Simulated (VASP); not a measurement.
# CaO (Lime): what moves the LDA gap besides the functional, part 2 of 2

Aim: test what besides the functional moves the gap of CaO (Lime). The starting structure is a measured crystal structure from the Crystallography Open Database. Cell and atoms stay as given unless a step says otherwise.

VASP 6.6.1.

Results so far: reference 3.462 eV; cell and atoms relaxed by LDA 3.426 eV; no band path 3.462 eV.

## Step 5: Bands with a cutoff of 640 eV (continued)

Level of this step: LDA; plane waves and PAW (Ca_sv, O) (VASP).

Parts of OUTCAR (step 5):

```text
  Total       -1.1812470     -1.1812470     -1.1812470     -0.0000000     -0.0000000     -0.0000000
  in kB      -67.8990504    -67.8990504    -67.8990504     -0.0000000     -0.0000000     -0.0000000
  external PRESSURE =     -67.8990504 kB  Pullay stress =       0.0000000 kB

 POSITION                                       TOTAL-FORCE (eV/Angst)
 -----------------------------------------------------------------------------------
      0.00000      0.00000      0.00000        -0.000000     -0.000000     -0.000000
      2.40650      2.40650      2.40650         0.000000      0.000000      0.000000
 -----------------------------------------------------------------------------------
    total drift:                                0.000000      0.000000      0.000000

  FREE ENERGIE OF THE ION-ELECTRON SYSTEM (eV)
  ---------------------------------------------------
  free  energy   TOTEN  =       -14.1917126948 eV

  energy  without entropy=      -14.1917126948  energy(sigma->0) =      -14.19171269

[... 1 part as in an earlier step ...]

[... 2 further parts left out ...]
[key lines of the parts left out:]
E-fermi :   2.2100
```

With a cutoff of 640 eV the gap is 3.462 eV, +0.000 eV from the reference.

## Step 6: Bands with a 10×10×10 mesh

Against step 2 the input has a 10×10×10 mesh.

Contents of INCAR:

```
SYSTEM = CaO
PREC = Accurate
ENCUT = 460
EDIFF = 1E-06
NELM = 100
ISMEAR = 0
SIGMA = 0.03
LREAL = .FALSE.
ALGO = Normal
GGA = CA
NBANDS = 20
LORBIT = 11
LWAVE = .FALSE.
LCHARG = .FALSE.
KPAR = 4
```

Contents of POSCAR:

```
CaO
1.0
    0.0000000000      2.4065000000      2.4065000000
    2.4065000000      0.0000000000      2.4065000000
    2.4065000000      2.4065000000      0.0000000000
Ca O
1 1
Direct
    0.0000000000      0.0000000000      0.0000000000
    0.5000000000      0.5000000000      0.5000000000
```

Contents of KPOINTS:

```
Automatic mesh
0
Gamma
10 10 10
0 0 0
```

Contents of KPOINTS_OPT:

```
Line mode
10
Line-mode
Reciprocal
  0.00000000   0.00000000   0.00000000 GAMMA
  0.50000000   0.00000000   0.50000000 X

  0.50000000   0.00000000   0.50000000 X
  0.50000000   0.25000000   0.75000000 W

  0.50000000   0.25000000   0.75000000 W
  0.37500000   0.37500000   0.75000000 K

  0.37500000   0.37500000   0.75000000 K
  0.00000000   0.00000000   0.00000000 GAMMA

  0.00000000   0.00000000   0.00000000 GAMMA
  0.50000000   0.50000000   0.50000000 L

  0.50000000   0.50000000   0.50000000 L
  0.62500000   0.25000000   0.62500000 U

  0.62500000   0.25000000   0.62500000 U
  0.50000000   0.25000000   0.75000000 W

  0.50000000   0.25000000   0.75000000 W
  0.50000000   0.50000000   0.50000000 L

  0.50000000   0.50000000   0.50000000 L
  0.37500000   0.37500000   0.75000000 K

  0.62500000   0.25000000   0.62500000 U
  0.50000000   0.00000000   0.50000000 X
```

Potentials, in the order of the species: Ca_sv and O (LDA family, release 64).

Launch:

```bash
mpirun -np 4 vasp_std
```

What it wrote:

```text
[... set-up lines as in an earlier step ...]
 entering main loop
       N       E                     dE             d eps       ncg     rms          rms(c)
DAV:   1     0.113111625227E+03    0.11311E+03   -0.72435E+03  1880   0.743E+02
DAV:   2    -0.117132902066E+02   -0.12482E+03   -0.11604E+03  2048   0.229E+02
DAV:   3    -0.158117374575E+02   -0.40984E+01   -0.40634E+01  2444   0.422E+01
DAV:   4    -0.158869003846E+02   -0.75163E-01   -0.75135E-01  2260   0.523E+00
[...]
DAV:  10    -0.141913782665E+02   -0.12483E-03   -0.24984E-04  2152   0.138E-01    0.577E-02
DAV:  11    -0.141913485758E+02    0.29691E-04   -0.30986E-05  2380   0.487E-02    0.896E-03
DAV:  12    -0.141913482013E+02    0.37449E-06   -0.57382E-06  2384   0.177E-02
   1 F= -.14191348E+02 E0= -.14191348E+02  d E =-.932806E-28
 Start KPOINTS_OPT (optional k-point list driver)
k-point batch [1-47\100]
       N       E                     dE             ncg
DAV:   1    -0.280238788515E+04   -0.23659E+05     1880
DAV:   2    -0.859472341181E+04   -0.57923E+04     2068
DAV:   3    -0.878915000793E+04   -0.19443E+03     2432
DAV:   4    -0.879304572693E+04   -0.38957E+01     2280
DAV:   5    -0.879312580621E+04   -0.80079E-01     2408
DAV:   6    -0.879312829369E+04   -0.24875E-02     2244
DAV:   7    -0.879312837097E+04   -0.77274E-04     2228
DAV:   8    -0.879312837339E+04   -0.24198E-05     1556
DAV:   9    -0.879312837351E+04   -0.12574E-06     1384
[...]
k-point batch [95-100\100]
       N       E                     dE             ncg
DAV:   1     0.251541478513E+05   -0.43176E+04      240
DAV:   2     0.244382896861E+05   -0.71586E+03      272
DAV:   3     0.244146999851E+05   -0.23590E+02      316
DAV:   4     0.244143429519E+05   -0.35703E+00      280
DAV:   5     0.244143378112E+05   -0.51407E-02      320
DAV:   6     0.244143377082E+05   -0.10300E-03      272
DAV:   7     0.244143377059E+05   -0.23836E-05      324
DAV:   8     0.244143377058E+05   -0.48462E-07      192
```

The job ended after 7.8 s (4 MPI ranks of AMD EPYC 9R14 (Zen 4), shared host; peak memory 0.49 GiB).

From OUTCAR (step 6):

```text
  Total       -1.2463645     -1.2463645     -1.2463645      0.0000000      0.0000000     -0.0000000
  in kB      -71.6420586    -71.6420586    -71.6420586      0.0000000      0.0000000     -0.0000000
  external PRESSURE =     -71.6420586 kB  Pullay stress =       0.0000000 kB

 POSITION                                       TOTAL-FORCE (eV/Angst)
 -----------------------------------------------------------------------------------
      0.00000      0.00000      0.00000         0.000000     -0.000000      0.000000
      2.40650      2.40650      2.40650        -0.000000      0.000000      0.000000
 -----------------------------------------------------------------------------------
    total drift:                                0.000000     -0.000000     -0.000000

  FREE ENERGIE OF THE ION-ELECTRON SYSTEM (eV)
  ---------------------------------------------------
  free  energy   TOTEN  =       -14.1913482013 eV

  energy  without entropy=      -14.1913482013  energy(sigma->0) =      -14.19134820

[... 1 part as in an earlier step ...]

[... 2 further parts left out ...]
[key lines of the parts left out:]
E-fermi :   2.2105
```

With a 10×10×10 mesh the gap is 3.462 eV, +0.000 eV from the reference.

## Step 7: The runs compared

```
                          run  gap (eV)  change (eV)  core minutes
                    reference     3.462            -         0.453
cell and atoms relaxed by LDA     3.426       -0.035          0.44
                 no band path     3.462          0.0          0.16
           a cutoff of 640 eV     3.462          0.0         0.733
              a 10×10×10 mesh     3.462          0.0          0.52
```

Core minutes are wall time times ranks of the run shown, on a shared host.

## Step 8: Results

```json
{"reference gap": "3.462 eV", "gap with cell and atoms relaxed by LDA": "3.426 eV", "gap with no band path": "3.462 eV", "gap with a cutoff of 640 eV": "3.462 eV", "gap with a 10×10×10 mesh": "3.462 eV"}
```

What this shows: Among the runs that read a gap along the path, the one with cell and atoms relaxed by LDA moves it most, by -0.035 eV. On finer settings it changes by +0.000 eV with a cutoff of 640 eV and +0.000 eV with a 10×10×10 mesh. The functional's own error isn't tested here. Further runs on this material are not shown.

[Lines on the potential files, build, host, timing and source positions are cut from VASP's logs without a mark.]

[Logs are printed without paths, hosts, clocks, repeated set-up lines and the standing remarks that a program may print on its own settings, such as how far it seeks lower states.]

[Hosts, paths, dates, database ids (printed as entryN), source tags and the programs' standing remarks are cut or masked in the printed files.]
